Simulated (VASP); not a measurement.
All values below come from PBE GGA, VASP's PBE PAW potentials (set 64) (plane waves; VASP).

VASP ran on this input.

INCAR:
```
SYSTEM=InP
PREC=Accurate; ENCUT=240; LREAL=.False.
LASPH=.True.
EDIFF=1E-6; NELM=100; ALGO=Normal
LMAXMIX=4
ISMEAR=0; SIGMA=0.05
GGA=PE
ISIF=2
LWAVE=.False.; LCHARG=.False.
```

File POSCAR:
```
InP
1
    0.0000000000     3.0009780000     3.0009780000
    3.0009780000     0.0000000000     3.0009780000
    3.0009780000     3.0009780000     0.0000000000
In P
1 1
Direct
  0.0000000000   0.0000000000   0.0000000000
  0.2500000000   0.2500000000   0.2500000000
```

File KPOINTS:
```
Automatic mesh
0
gamma
  5 5 5
0.5 0.5 0.5
```

POTCAR, in this order: In_d P (PBE.64 set). Program: vasp_std.

What VASP printed:

**OUTCAR**
```
 ion  position               nearest neighbor table
   1  0.000  0.000  0.000-   2 2.60   2 2.60   2 2.60   2 2.60
   2  0.250  0.250  0.250-   1 2.60   1 2.60   1 2.60   1 2.60
  LATTYP: Found a face centered cubic cell.
 ALAT       =     6.0019560000
 Subroutine PRICEL returns:
 Original cell was already a primitive cell.
 Subroutine GETGRP returns: Found 24 space group operations
The static configuration has the point symmetry T_d .
The dynamic configuration has the point symmetry T_d .
 Subroutine INISYM returns: Found 24 space group operations
 Subroutine IBZKPT returns following result:
 Found     19 irreducible k-points:

 Following reciprocal coordinates:
            Coordinates               Weight
  0.100000  0.100000  0.100000      8.000000
  0.300000  0.100000  0.100000     24.000000
  0.500000  0.100000  0.100000     24.000000
 -0.300000  0.100000  0.100000     24.000000
 -0.100000  0.100000  0.100000     24.000000
  0.300000  0.300000  0.100000     24.000000
  0.500000  0.300000  0.100000     48.000000
 -0.300000  0.300000  0.100000     48.000000
 -0.100000  0.300000  0.100000     48.000000
  0.500000  0.500000  0.100000     24.000000
 -0.300000  0.500000  0.100000     48.000000
 -0.100000  0.500000  0.100000     24.000000
 -0.300000 -0.300000  0.100000     24.000000
  0.300000  0.300000  0.300000      8.000000
  0.500000  0.300000  0.300000     24.000000
 -0.300000  0.300000  0.300000     24.000000
  0.500000  0.500000  0.300000     24.000000
 -0.300000  0.500000  0.300000     24.000000
  0.500000  0.500000  0.500000      4.000000
   k-points           NKPTS =     19   k-points in BZ     NKDIM =     19   number of bands    NBANDS=     13
   number of dos      NEDOS =    301   number of ions     NIONS =      2
   total plane-waves  NPLWV =  13824
   dimension x,y,z NGX =    24 NGY =   24 NGZ =   24
   dimension x,y,z NGXF=    48 NGYF=   48 NGZF=   48
   ions per type =               1   1
   PREC   = accura    normal or accurate (medium, high low for compatibility)
   ISTART =      0    job   : 0-new  1-cont  2-samecut
   ICHARG =      2    charge: 1-file 2-atom 10-const
   ISPIN  =      1    spin polarized calculation?
   LNONCOLLINEAR =      F non collinear calculations
   LSORBIT =      F    spin-orbit coupling
   INIWAV =      1    electr: 0-lowe 1-rand  2-diag
   ENCUT  =  240.0 eV  17.64 Ry    4.20 a.u.   5.36  5.36  5.36*2*pi/ulx,y,z
   NELM   =    100;   NELMIN=  2; NELMDL= -5     # of ELM steps
   EDIFF  = 0.1E-05   stopping-criterion for ELM
   LREAL  =      F    real-space projection
   NLSPLINE    = F    spline interpolate recip. space projectors
   LMAXMIX     =    4 max onsite mixed and CHGCAR
   VOSKOWN=      0    Vosko Wilk Nusair interpolation
   EDIFFG = 0.1E-04   stopping-criterion for IOM
   NSW    =      0    number of steps for IOM
   NBLOCK =      1;   KBLOCK =      1    inner block; outer block
   IBRION =     -1    ionic relax: 0-MD 1-quasi-New 2-CG
   NFREE  =      0    steps in history (QN), initial steepest desc. (CG)
   ISIF   =      2    stress and relaxation
   ISYM   =      2    0-nonsym 1-usesym 2-fastsym
   TEIN   =    0.0    initial temperature
   TEBEG  =    0.0;   TEEND  =   0.0 temperature during run
   SMASS  =  -3.00    Nose mass-parameter (am)
   PSTRESS=    0.0 pullay stress
   NELECT =      18.0000    total number of electrons
   EFERMI =   0.00;   METHOD = LEGACY
   ISMEAR =     0;   SIGMA  =   0.05  broadening in eV -4-tet -1-fermi 0-gaus
   IALGO  =     38    algorithm
   LDIAG  =      T    sub-space diagonalisation (order eigenvalues)
   IMIX   =      4    mixing-type and parameters
     AMIX     =   0.40;   BMIX     =  1.00
     AMIX_MAG =   1.60;   BMIX_MAG =  1.00
     AMIN     =   0.10
...
```

OSZICAR:
```
       N       E                     dE             d eps       ncg     rms          rms(c)
DAV:   1     0.861750595870E+02    0.86175E+02   -0.58342E+03   499   0.833E+02
DAV:   2    -0.391159011025E+01   -0.90087E+02   -0.87040E+02   554   0.250E+02
DAV:   3    -0.869194402665E+01   -0.47804E+01   -0.47614E+01   634   0.624E+01
DAV:   4    -0.878330417628E+01   -0.91360E-01   -0.91343E-01   610   0.993E+00
DAV:   5    -0.878596854775E+01   -0.26644E-02   -0.26643E-02   635   0.135E+00    0.535E+00
DAV:   6    -0.841651405359E+01    0.36945E+00   -0.72503E-01   716   0.127E+01    0.335E+00
DAV:   7    -0.839472448521E+01    0.21790E-01   -0.17027E-01   635   0.308E+00    0.127E+00
DAV:   8    -0.839513477425E+01   -0.41029E-03   -0.13884E-02   582   0.152E+00    0.296E-01
DAV:   9    -0.839585936402E+01   -0.72459E-03   -0.20146E-03   619   0.599E-01    0.189E-01
DAV:  10    -0.839591643254E+01   -0.57069E-04   -0.16908E-04   633   0.108E-01    0.121E-01
DAV:  11    -0.839597177683E+01   -0.55344E-04   -0.45757E-05   559   0.494E-02    0.357E-02
DAV:  12    -0.839598507821E+01   -0.13301E-04   -0.36395E-05   574   0.898E-02    0.174E-02
DAV:  13    -0.839598536580E+01   -0.28759E-06   -0.15663E-06   467   0.110E-02
   1 F= -.83959854E+01 E0= -.83959854E+01  d E =-.193268E-10
```

OUTCAR:
```
------------------------ aborting loop because EDIFF is reached ----------------------------------------
  FORCE on cell =-STRESS in cart. coord.  units (eV):
  Direction    XX          YY          ZZ          XY          YZ          ZX
  --------------------------------------------------------------------------------------
  Total       -0.6576855     -0.6576855     -0.6576855      0.0000000      0.0000000      0.0000000
  in kB      -19.4944256    -19.4944256    -19.4944256      0.0000000      0.0000000      0.0000000
  external PRESSURE =     -19.4944256 kB  Pullay stress =       0.0000000 kB
  volume of cell :       54.05
      direct lattice vectors                 reciprocal lattice vectors
     0.000000000  3.000978000  3.000978000    -0.166612351  0.166612351  0.166612351
     3.000978000  0.000000000  3.000978000     0.166612351 -0.166612351  0.166612351
     3.000978000  3.000978000  0.000000000     0.166612351  0.166612351 -0.166612351
  FREE ENERGIE OF THE ION-ELECTRON SYSTEM (eV)
  ---------------------------------------------------
  free  energy   TOTEN  =        -8.3959853658 eV

  energy  without entropy=       -8.3959853658  energy(sigma->0) =       -8.39598537
```
(Selected blocks of OUTCAR.)

At this cut-off the stress carries a Pulay error, which pulls relaxed volumes low.

The structure comes from a computed database's InP entry; how it stands against other phases isn't given here. The cell was not relaxed at this level. The run is one of a series of settings (ENCUT = 240 against the base run), some of them coarse on purpose.
